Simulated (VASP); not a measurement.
Calculation: PBE GGA, VASP's PBE PAW potentials (set 64) (plane waves; VASP).

VASP input:

### INCAR
```
SYSTEM = AlV2C
PREC = Accurate
ENCUT = 400
EDIFF = 1E-02
NELM = 100
ALGO = Normal
LREAL = .FALSE.
LASPH = .TRUE.
ISMEAR = 0
SIGMA = 0.272
GGA = PE
LMAXMIX = 4
LWAVE = .FALSE.
LCHARG = .FALSE.
ISIF = 2
```

**POSCAR**
```
AlV2C
1
    2.8876000000     0.0000000000     0.0000000000
   -1.4438000000     2.5007350000     0.0000000000
    0.0000000000     0.0000000000    13.1048200000
Al V C
2 4 2
Direct
  0.3333330000   0.6666670000   0.2500000000
  0.6666670000   0.3333330000   0.7500000000
  0.3333330000   0.6666670000   0.5863800000
  0.6666670000   0.3333330000   0.4136200000
  0.6666670000   0.3333330000   0.0863800000
  0.3333330000   0.6666670000   0.9136200000
  0.0000000000   0.0000000000   0.0000000000
  0.0000000000   0.0000000000   0.5000000000
```

File KPOINTS:
```
kpoints
0
gamma
  15 15 3
0 0 0
```

POTCAR, in this order: Al V_sv C (PBE.64 set). Program: vasp_std.

Output of the run:

**OSZICAR**
```
       N       E                     dE             d eps       ncg     rms          rms(c)
DAV:   1     0.806737928229E+03    0.80674E+03   -0.33571E+04  4428   0.151E+03
DAV:   2    -0.137246216298E+02   -0.82046E+03   -0.80487E+03  4326   0.536E+02
DAV:   3    -0.806000758103E+02   -0.66875E+02   -0.65250E+02  5738   0.143E+02
DAV:   4    -0.827831984780E+02   -0.21831E+01   -0.21596E+01  5089   0.238E+01
DAV:   5    -0.828322653310E+02   -0.49067E-01   -0.48974E-01  4890   0.375E+00    0.563E+01
DAV:   6    -0.692314671040E+02    0.13601E+02   -0.20209E+02  5490   0.826E+01    0.135E+01
DAV:   7    -0.667326093492E+02    0.24989E+01   -0.45822E+01  5384   0.410E+01    0.131E+01
DAV:   8    -0.662013897624E+02    0.53122E+00   -0.38207E+00  5129   0.118E+01    0.280E+00
DAV:   9    -0.661850731148E+02    0.16317E-01   -0.24457E-01  5149   0.285E+00    0.625E-01
DAV:  10    -0.661822231278E+02    0.28500E-02   -0.33997E-02  3778   0.131E+00
   1 F= -.66182223E+02 E0= -.66099591E+02  d E =-.165263E+00
```

### OUTCAR
```
------------------------ aborting loop because EDIFF is reached ----------------------------------------
  FORCE on cell =-STRESS in cart. coord.  units (eV):
  Direction    XX          YY          ZZ          XY          YZ          ZX
  --------------------------------------------------------------------------------------
  Total        0.5393061      0.5393061     -0.2609295      0.0000000      0.0000000      0.0000000
  in kB        9.1308278      9.1308281     -4.4177185      0.0000000      0.0000000      0.0000000
  external PRESSURE =       4.6146458 kB  Pullay stress =       0.0000000 kB
  volume of cell :       94.63
      direct lattice vectors                 reciprocal lattice vectors
     2.887600000  0.000000000  0.000000000     0.346308353  0.199941217  0.000000000
    -1.443800000  2.500735000  0.000000000     0.000000000  0.399882435  0.000000000
     0.000000000  0.000000000 13.104820000     0.000000000  0.000000000  0.076307801
 POSITION                                       TOTAL-FORCE (eV/Angst)
 -----------------------------------------------------------------------------------
     -0.00000      1.66716      3.27621        -0.000000      0.000000      0.000000
      1.44380      0.83358      9.82861        -0.000000      0.000000      0.000000
     -0.00000      1.66716      7.68440         0.000000     -0.000000     -0.214944
      1.44380      0.83358      5.42042        -0.000000      0.000000      0.214944
      1.44380      0.83358      1.13199        -0.000000      0.000000     -0.214944
     -0.00000      1.66716     11.97283         0.000000     -0.000000      0.214944
      0.00000      0.00000      0.00000        -0.000000      0.000000      0.000000
      0.00000      0.00000      6.55241        -0.000000      0.000000      0.000000
 -----------------------------------------------------------------------------------
    total drift:                               -0.001887      0.001090     -0.000059
  FREE ENERGIE OF THE ION-ELECTRON SYSTEM (eV)
  ---------------------------------------------------
  free  energy   TOTEN  =       -66.1822231278 eV

  energy  without entropy=      -66.0169596805  energy(sigma->0) =      -66.09959140
```
(Selected blocks of OUTCAR.)

OUTCAR:
```
 val. band max:        9.6389320508   @ k =   0.1333   0.0000   0.3333

 cond. band min:       9.6518954892   @ k =   0.1333   0.0000   0.3333


 Fermi energy:         9.6464196442

 k-point     1 :       0.0000    0.0000    0.0000
  band No.  band energies     occupation
      1     -54.7364      2.00000
      2     -54.7363      2.00000
      3     -54.6792      2.00000
      4     -54.6789      2.00000
      5     -28.7898      2.00000
      6     -28.7882      2.00000
      7     -28.4628      2.00000
      8     -28.4597      2.00000
      9     -28.4049      2.00000
     10     -28.4049      2.00000
     11     -28.4047      2.00000
     12     -28.4047      2.00000
     13     -28.3682      2.00000
     14     -28.3682      2.00000
     15     -28.3682      2.00000
     16     -28.3682      2.00000
     17      -3.0148      2.00000
     18      -2.9227      2.00000
     19       0.5635      2.00000
     20       1.1701      2.00000
     21       3.0482      2.00000
     22       4.0920      2.00000
     23       6.4514      2.00000
     24       6.4514      2.00000
     25       6.4542      2.00000
     26       6.4543      2.00000
     27       6.6356      2.00000
     28       7.5457      2.00000
     29       8.6370      2.00000
     30       8.9759      1.99951
     31       9.3906      1.81645
     32       9.3906      1.81644
     33       9.4063      1.78809
     34       9.4063      1.78808
     35      10.2268      0.00255
     36      10.2268      0.00255
     37      10.2659      0.00128
     38      10.2660      0.00128
     39      10.9890      0.00000

 k-point     2 :       0.0667   -0.0000    0.0000
  band No.  band energies     occupation
      1     -54.7335      2.00000
      2     -54.7335      2.00000
      3     -54.6775      2.00000
      4     -54.6772      2.00000
      5     -28.7854      2.00000
      6     -28.7838      2.00000
      7     -28.4681      2.00000
      8     -28.4655      2.00000
      9     -28.4168      2.00000
...
```

At this cut-off the stress carries a Pulay error, which pulls relaxed volumes low.

The structure comes from a computed database's AlV2C entry; how it stands against other phases isn't given here. The cell was not relaxed at this level. The run is one of a series of settings (EDIFF = 1E-02 against the base run), some of them coarse on purpose. The run is not spin-polarised, so no magnetic state was tried.
